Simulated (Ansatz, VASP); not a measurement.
# Cross-check of KTaO3 between VASP and Ansatz, part 3 of 3

Aim: how closely do two programs agree when they are given the same cell, functional and k mesh? The cell is taken from a series of runs on this material, whose earlier steps may have relaxed, scaled, displaced or heated it; both programs get it as it stands.

VASP 6.6.1 and Ansatz 0.2.0.

So far: Set-up; Ansatz: zone-centre phonons, LDA; VASP: zone-centre phonons, LDA.

## Step 3: VASP: zone-centre phonons, LDA (continued)

Level of this step: LDA; plane waves and PAW (O, K_sv, Ta_pv) (VASP).

Numbers of over 12 decimals in the logs are rounded to 6 here.

Parts of OUTCAR (step 3):

```text
ion  position               nearest neighbor table
   1  0.500  0.000  0.000-   5 1.95   5 1.95   4 2.76   4 2.76   4 2.76   4 2.76
   2  0.000  0.500  0.000-   5 1.95   5 1.95   4 2.76   4 2.76   4 2.76   4 2.76
   3  0.000  0.000  0.500-   5 1.95   5 1.95   4 2.76   4 2.76   4 2.76   4 2.76
   4  0.500  0.500  0.500-   1 2.76   2 2.76   3 2.76   1 2.76   2 2.76   1 2.76   3 2.76   1 2.76
                             2 2.76   3 2.76   2 2.76   3 2.76   5 3.38   5 3.38   5 3.38   5 3.38
   5  0.000  0.000  0.000-   1 1.95   2 1.95   3 1.95   3 1.95   2 1.95   1 1.95   4 3.38   4 3.38
                             4 3.38   4 3.38   4 3.38   4 3.38   4 3.38   4 3.38

  LATTYP: Found a simple cubic cell.
 ALAT       =     3.8979531509

 Subroutine GETGRP returns: Found 48 space group operations
 (whereof 48 operations were pure point group operations)

The static configuration has the point symmetry O_h .

 Found     35 irreducible k-points:

   k-points           NKPTS =     35   k-points in BZ     NKDIM =     35   number of bands    NBANDS=     25

   dimension x,y,z NGX =    32 NGY =   32 NGZ =   32
   dimension x,y,z NGXF=    64 NGYF=   64 NGZF=   64

   ENCUT  =  600.0 eV  44.10 Ry    6.64 a.u.   7.79  7.79  7.79*2*pi/ulx,y,z

   NELECT =      38.0000    total number of electrons

 k-points in reciprocal lattice and weights: Automatic mesh
   0.00000000  0.00000000  0.00000000       0.002
   0.12500000  0.00000000  0.00000000       0.012
   0.25000000  0.00000000  0.00000000       0.012
   0.37500000  0.00000000  0.00000000       0.012
   0.50000000  0.00000000  0.00000000       0.006
   0.12500000  0.12500000  0.00000000       0.023
   0.25000000  0.12500000  0.00000000       0.047
   0.37500000  0.12500000  0.00000000       0.047
   0.50000000  0.12500000  0.00000000       0.023
[...]
0.50000000  0.50000000  0.37500000       0.012
   0.50000000  0.50000000  0.50000000       0.002

 average (electrostatic) potential at core
       1 -72.5284       2 -72.5284       3 -72.5284       4 -31.6094       5 -40.3264

  Total        4.1654894      4.1654894      4.1654894     -0.0000000     -0.0000000      0.0000000
[...]
2     0.00000     1.15894     0.00000
    3     0.00000     0.00000     1.15894
 ion    5
    1     8.74892    -0.00000     0.00000
    2     0.00000     8.74892     0.00000
    3     0.00000    -0.00000     8.74892

 Eigenvectors and eigenvalues of the dynamical matrix
 ----------------------------------------------------

   1 f  =   18.946504 THz   119.044397 2PiTHz  631.987356 cm-1    78.356410 meV
             X         Y         Z           dx          dy          dz
      1.948977  0.000000  0.000000    -0.000000   -0.000000   -0.278792
      0.000000  1.948977  0.000000    -0.000000    0.000000   -0.278792
      0.000000  0.000000  1.948977    -0.000000   -0.000000    0.913230
      1.948977  1.948977  1.948977     0.000000   -0.000000   -0.007286
      0.000000  0.000000  0.000000    -0.000000    0.000000   -0.102508

   2 f  =   18.946504 THz   119.044397 2PiTHz  631.987356 cm-1    78.356410 meV
             X         Y         Z           dx          dy          dz
      1.948977  0.000000  0.000000     0.912930   -0.007147   -0.000000
      0.000000  1.948977  0.000000    -0.278700    0.023412    0.000000
      0.000000  0.000000  1.948977    -0.278700   -0.007147    0.000000
      1.948977  1.948977  1.948977    -0.007284   -0.000187   -0.000000
      0.000000  0.000000  0.000000    -0.102475   -0.002628    0.000000

   3 f  =   18.946504 THz   119.044397 2PiTHz  631.987356 cm-1    78.356410 meV
             X         Y         Z           dx          dy          dz
      1.948977  0.000000  0.000000    -0.023412   -0.278700    0.000000
      0.000000  1.948977  0.000000     0.007147    0.912930    0.000000
      0.000000  0.000000  1.948977     0.007147   -0.278700   -0.000000
      1.948977  1.948977  1.948977     0.000187   -0.007284   -0.000000
      0.000000  0.000000  0.000000     0.002628   -0.102475    0.000000

   4 f  =    6.771921 THz    42.549235 2PiTHz  225.886970 cm-1    28.006402 meV
             X         Y         Z           dx          dy          dz
      1.948977  0.000000  0.000000    -0.000000   -0.035685   -0.660978
      0.000000  1.948977  0.000000     0.248665   -0.000000    0.660978
      0.000000  0.000000  1.948977    -0.248665    0.035685   -0.000000
      1.948977  1.948977  1.948977     0.000000    0.000000    0.000000
      0.000000  0.000000  0.000000     0.000000   -0.000000    0.000000

   5 f  =    6.771921 THz    42.549235 2PiTHz  225.886970 cm-1    28.006402 meV
             X         Y         Z           dx          dy          dz
      1.948977  0.000000  0.000000    -0.000000   -0.009321   -0.248520
      0.000000  1.948977  0.000000    -0.661930   -0.000000    0.248520
      0.000000  0.000000  1.948977     0.661930    0.009321   -0.000000
      1.948977  1.948977  1.948977    -0.000000    0.000000    0.000000
      0.000000  0.000000  0.000000     0.000000    0.000000    0.000000

   6 f  =    6.771921 THz    42.549235 2PiTHz  225.886970 cm-1    28.006402 meV
             X         Y         Z           dx          dy          dz
      1.948977  0.000000  0.000000    -0.000000    0.706144   -0.036683
      0.000000  1.948977  0.000000     0.003829    0.000000    0.036683
      0.000000  0.000000  1.948977    -0.003829   -0.706144   -0.000000
      1.948977  1.948977  1.948977     0.000000   -0.000000    0.000000
      0.000000  0.000000  0.000000    -0.000000    0.000000   -0.000000

   7 f  =    6.092822 THz    38.282328 2PiTHz  203.234657 cm-1    25.197875 meV
             X         Y         Z           dx          dy          dz
      1.948977  0.000000  0.000000    -0.004261   -0.008983    0.289591
      0.000000  1.948977  0.000000    -0.006512   -0.005879    0.289591
      0.000000  0.000000  1.948977    -0.006512   -0.008983    0.189517
      1.948977  1.948977  1.948977     0.019656    0.027115   -0.874161
      0.000000  0.000000  0.000000    -0.003942   -0.005438    0.175313

   8 f  =    6.092822 THz    38.282328 2PiTHz  203.234657 cm-1    25.197875 meV
             X         Y         Z           dx          dy          dz
      1.948977  0.000000  0.000000     0.171351    0.123837    0.009729
      0.000000  1.948977  0.000000     0.261832    0.081043    0.009729
      0.000000  0.000000  1.948977     0.261832    0.123837    0.006367
      1.948977  1.948977  1.948977    -0.790366   -0.373815   -0.029367
      0.000000  0.000000  0.000000     0.158508    0.074969    0.005890

   9 f  =    6.092822 THz    38.282328 2PiTHz  203.234657 cm-1    25.197875 meV
             X         Y         Z           dx          dy          dz
      1.948977  0.000000  0.000000    -0.081181    0.261858    0.005333
      0.000000  1.948977  0.000000    -0.124048    0.171368    0.005333
      0.000000  0.000000  1.948977    -0.124048    0.261858    0.003490
      1.948977  1.948977  1.948977     0.374451   -0.790447   -0.016099
      0.000000  0.000000  0.000000    -0.075096    0.158524    0.003229

  10 f  =    3.999163 THz    25.127482 2PiTHz  133.397717 cm-1    16.539202 meV
             X         Y         Z           dx          dy          dz
      1.948977  0.000000  0.000000    -0.259101   -0.095033   -0.002081
      0.000000  1.948977  0.000000    -0.517555   -0.047576   -0.002081
      0.000000  0.000000  1.948977    -0.517555   -0.095033   -0.001042
      1.948977  1.948977  1.948977    -0.293243   -0.053845   -0.001179
      0.000000  0.000000  0.000000     0.527747    0.096904    0.002122

  11 f  =    3.999163 THz    25.127482 2PiTHz  133.397717 cm-1    16.539202 meV
             X         Y         Z           dx          dy          dz
      1.948977  0.000000  0.000000    -0.034970    0.372429    0.365125
      0.000000  1.948977  0.000000    -0.069854    0.186447    0.365125
      0.000000  0.000000  1.948977    -0.069854    0.372429    0.182790
      1.948977  1.948977  1.948977    -0.039579    0.211016    0.206877
      0.000000  0.000000  0.000000     0.071229   -0.379763   -0.372314

  12 f  =    3.999163 THz    25.127482 2PiTHz  133.397717 cm-1    16.539202 meV
             X         Y         Z           dx          dy          dz
      1.948977  0.000000  0.000000    -0.032274    0.359394   -0.378918
      0.000000  1.948977  0.000000    -0.064468    0.179921   -0.378918
      0.000000  0.000000  1.948977    -0.064468    0.359394   -0.189695
      1.948977  1.948977  1.948977    -0.036527    0.203630   -0.214692
      0.000000  0.000000  0.000000     0.065737   -0.366471    0.386379

  13 f/i=    0.025293 THz     0.158920 2PiTHz    0.843680 cm-1     0.104603 meV
             X         Y         Z           dx          dy          dz
      1.948977  0.000000  0.000000    -0.144867    0.200287   -0.005505
      0.000000  1.948977  0.000000    -0.145756    0.199065   -0.005505
      0.000000  0.000000  1.948977    -0.145756    0.200287   -0.005472
      1.948977  1.948977  1.948977    -0.224606    0.308636   -0.008483
      0.000000  0.000000  0.000000    -0.481809    0.662065   -0.018198

  14 f/i=    0.025293 THz     0.158920 2PiTHz    0.843680 cm-1     0.104603 meV
             X         Y         Z           dx          dy          dz
      1.948977  0.000000  0.000000    -0.199045   -0.145420    0.011689
      0.000000  1.948977  0.000000    -0.200266   -0.144533    0.011689
      0.000000  0.000000  1.948977    -0.200266   -0.145420    0.011618
      1.948977  1.948977  1.948977    -0.308604   -0.224087    0.018013
      0.000000  0.000000  0.000000    -0.661996   -0.480697    0.038640

  15 f/i=    0.025293 THz     0.158920 2PiTHz    0.843680 cm-1     0.104603 meV
             X         Y         Z           dx          dy          dz
      1.948977  0.000000  0.000000     0.006180    0.011326    0.247433
      0.000000  1.948977  0.000000     0.006218    0.011257    0.247433
      0.000000  0.000000  1.948977     0.006218    0.011326    0.245924
      1.948977  1.948977  1.948977     0.009582    0.017453    0.381287
      0.000000  0.000000  0.000000     0.020554    0.037440    0.817910

 MACROSCOPIC STATIC DIELECTRIC TENSOR IONIC CONTRIBUTION
 ------------------------------------------------------
          73.963708     0.000000    -0.000000
           0.000000    73.963708    -0.000000
          -0.000000    -0.000000    73.963708
 ------------------------------------------------------

 ELASTIC MODULI CONTR FROM IONIC RELAXATION (kBar)
 Direction    XX          YY          ZZ          XY          YZ          ZX
 --------------------------------------------------------------------------------
 XX           0.0000      0.0000      0.0000      0.0000      0.0000      0.0000
 YY           0.0000      0.0000      0.0000      0.0000      0.0000      0.0000
 ZZ           0.0000      0.0000      0.0000      0.0000      0.0000      0.0000
 XY           0.0000      0.0000      0.0000      0.0000      0.0000      0.0000
 YZ           0.0000      0.0000      0.0000      0.0000      0.0000      0.0000
 ZX           0.0000      0.0000      0.0000      0.0000      0.0000      0.0000
 --------------------------------------------------------------------------------

 PIEZOELECTRIC TENSOR IONIC CONTR  for field in x, y, z        (C/m^2)
          XX          YY          ZZ          XY          YZ          ZX
  --------------------------------------------------------------------------------
  x     0.00000     0.00000     0.00000     0.00000     0.00000     0.00000
  y     0.00000     0.00000     0.00000     0.00000     0.00000     0.00000
  z     0.00000     0.00000     0.00000     0.00000     0.00000     0.00000
```

## Step 4: Comparison

Known differences besides the potentials themselves: the two LDA forms differ slightly; fixed occupations in Ansatz, narrow Gaussian smearing in VASP; VASP's response is taken on the typed mesh, Ansatz refines its own for the field response alone; the data sets hold 40 valence electrons in Ansatz (on its PAW soft_1 files) and 38 in VASP; the cutoff is 420 eV in Ansatz and 600 eV in VASP; VASP's log shows a relativistic correction to its local exchange, Ansatz's none. Total energies have different zeros and are not compared.

The two programs side by side:

| quantity | Ansatz | VASP | difference |
| --- | --- | --- | --- |
| ε∞ xx | 5.36 | 5.45 | -1.65 % |
| ε∞ yy | 5.36 | 5.45 | -1.65 % |
| ε∞ zz | 5.36 | 5.45 | -1.65 % |
| Born charge of O1 (mean of the diagonal) (e) | -3.28 | -3.30 | +0.02 |
| Born charge of K4 (mean of the diagonal) (e) | 1.16 | 1.16 | 0.00 |
| Born charge of Ta5 (mean of the diagonal) (e) | 8.68 | 8.75 | -0.07 |
| optical mode 1 to 3 (cm⁻¹) | 129.1 | 133.4 | -3.22 % |
| optical mode 4 to 6 (cm⁻¹) | 198.8 | 203.2 | -2.18 % |
| optical mode 7 to 9 (cm⁻¹) | 230.5 | 225.9 | +2.04 % |
| optical mode 10 to 12 (cm⁻¹) | 619.3 | 632.0 | -2.01 % |

Modes are paired by rising frequency, not by their patterns, so a pair may set unlike modes beside each other; they are those without the splitting of longitudinal modes.

## Step 5: What came out

| Quantity | Value |
| --- | --- |
| r.m.s. difference of the optical zone-centre modes, each program's sorted by frequency (zone-centre phonons, LDA) | 7.4 cm⁻¹ |
| difference in optical mode 1 to 3 (zone-centre phonons, LDA) | -3.2 % |

In words: The r.m.s. difference of the optical zone-centre modes, each program's sorted by frequency is 7.4 cm⁻¹ (zone-centre phonons, LDA). The data sets hold unlike numbers of valence electrons (40 in Ansatz and 38 in VASP), so part of the differences comes from the potentials. Among the rows given in per cent, the largest difference of the zone-centre phonons, LDA pair is in optical mode 1 to 3, -3.2 %. How closely two codes agree says nothing of how well the functional describes the real material.

[Lines on the potential files, build, host, timing and source positions are cut from VASP's logs without a mark.]

[Logs are printed without paths, hosts, clocks, repeated set-up lines and the standing remarks that a program may print on its own settings, such as how far it seeks lower states.]

[Hosts, paths, dates, database ids (printed as entryN), source tags and the programs' standing remarks are cut or masked in the printed files.]
